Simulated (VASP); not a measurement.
Level of theory: PBE GGA with D3 dispersion (zero damping), VASP's PBE PAW potentials (set 64) (plane waves; VASP).

VASP ran on this input.

**INCAR**
```
NEDOS = 601   # DOS grid
ISMEAR = -5
LORBIT = 11   # lm-projected
EDIFF = 1E-7   # SCF stop (eV)
GGA = PE
PREC = Accurate
ENCUT = 520   # plane-wave cut-off (eV)
NELM = 100   # most electronic steps
ALGO = Normal   # blocked Davidson
LWAVE = .FALSE.
ISIF = 2
LREAL = .FALSE.   # projection in real space or not
LCHARG = .TRUE.
LASPH = .TRUE.   # aspherical one-centre terms
IVDW = 11   # D3, zero damping
SYSTEM = Be
```

POSCAR:
```
Be
1
    1.1163007252    -1.9334894110     0.0000000000
    1.1163007252     1.9334894110    -0.0000000000
    0.0000000000     0.0000000000     3.5126978976
Be
2
Direct
  0.3333330000   0.6666670000   0.2500000000
  0.6666670000   0.3333330000   0.7500000000
```

File KPOINTS:
```
Automatic mesh
0
Gamma
21 21 12
0 0 0
```

POTCAR, in this order: Be (PBE.64 set). Program: vasp_std.

The run wrote:

**OSZICAR**
```
       N       E                     dE             d eps       ncg     rms          rms(c)
DAV:   1    -0.221997661138E+01   -0.22200E+01   -0.17964E+03  4062   0.552E+02
DAV:   2    -0.756245615582E+01   -0.53425E+01   -0.52780E+01  6300   0.666E+01
DAV:   3    -0.759238022553E+01   -0.29924E-01   -0.29918E-01  5178   0.460E+00
DAV:   4    -0.759241779612E+01   -0.37571E-04   -0.37763E-04  6042   0.141E-01
DAV:   5    -0.759241781850E+01   -0.22377E-07   -0.23134E-07  5076   0.161E-03    0.127E+00
DAV:   6    -0.754010467229E+01    0.52313E-01   -0.75166E-03  4536   0.132E+00    0.779E-01
DAV:   7    -0.752001813802E+01    0.20087E-01   -0.79784E-03  4530   0.136E+00    0.312E-02
DAV:   8    -0.751999470920E+01    0.23429E-04   -0.14523E-05  5976   0.455E-02    0.106E-02
DAV:   9    -0.751999263052E+01    0.20787E-05   -0.30249E-06  4980   0.215E-02    0.954E-04
DAV:  10    -0.751999256211E+01    0.68403E-07   -0.34583E-09  4902   0.555E-04
   1 F= -.80016908E+01 E0= -.80016908E+01  d E =0.000000E+00
```

**OUTCAR**
```
------------------------ aborting loop because EDIFF is reached ----------------------------------------
 Edisp (eV)   -0.48170
  FORCE on cell =-STRESS in cart. coord.  units (eV):
  Direction    XX          YY          ZZ          XY          YZ          ZX
  --------------------------------------------------------------------------------------
  Total      -0.08268    -0.08268     0.15887     0.00000     0.00000     0.00000
  in kB      -8.73576    -8.73576    16.78685     0.00000     0.00000     0.00000
  external pressure =       -0.23 kB  Pullay stress =        0.00 kB
  volume of cell :       15.16
      direct lattice vectors                 reciprocal lattice vectors
     1.116300725 -1.933489411  0.000000000     0.447907977 -0.258599813  0.000000000
     1.116300725  1.933489411  0.000000000     0.447907977  0.258599813  0.000000000
     0.000000000  0.000000000  3.512697898     0.000000000  0.000000000  0.284681470
 POSITION                                       TOTAL-FORCE (eV/Angst)
 -----------------------------------------------------------------------------------
      1.11630      0.64450      0.87817         0.000000     -0.000000      0.000000
      1.11630     -0.64450      2.63452        -0.000000      0.000000      0.000000
 -----------------------------------------------------------------------------------
    total drift:                                0.000000     -0.000004      0.000005
  FREE ENERGIE OF THE ION-ELECTRON SYSTEM (eV)
  ---------------------------------------------------
  free  energy   TOTEN  =        -8.0016907532 eV

  energy  without entropy=       -8.0016907532  energy(sigma->0) =       -8.00169075

 total charge

# of ion       s       p       d       tot
------------------------------------------
    1        0.416   0.805   0.000   1.221
    2        0.416   0.805   0.000   1.221
--------------------------------------------------
tot          0.832   1.610   0.000   2.442
```
(Selected blocks of OUTCAR.)

For a metal the tetrahedron method with Blöchl corrections gives inexact stress and forces.

The compound is Be in the hcp structure. It was relaxed first, which changed the volume by -7 %.
